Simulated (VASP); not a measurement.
Input:

```xyz
8
Lattice="4.6779 0.0000 0.0000 0.0000 6.6155 0.0000 0.0000 0.0000 24.2556" Properties=species:S:1:pos:R:3 pbc="T T T"
Te     2.3389     0.0000     8.5540
Te     2.3389     0.0000    13.2376
Te     0.0000     3.3078    11.0180
Te     0.0000     3.3078    15.7015
Sr     2.3389     3.3078     8.8713
Sr     0.0000     0.0000    10.7873
Sr     2.3389     3.3078    13.4683
Sr     0.0000     0.0000    15.3843
```

Calculation: PBEsol GGA, VASP's PBE PAW potentials (set 64) (plane waves; VASP). Settings: PREC = Normal, 400 eV cut-off, 4×3×1 Γ-centred mesh, Gaussian smearing of 0.050 eV, potentials Te Sr_sv.

Question: Predict the energy per atom (σ→0).

Answer: 
- energy per atom (σ→0): -4.113 eV/atom

Only differences to runs with the same potentials and settings are physical.

The cell is a thin slab with vacuum, built from SrTe (rock salt): (110) face.
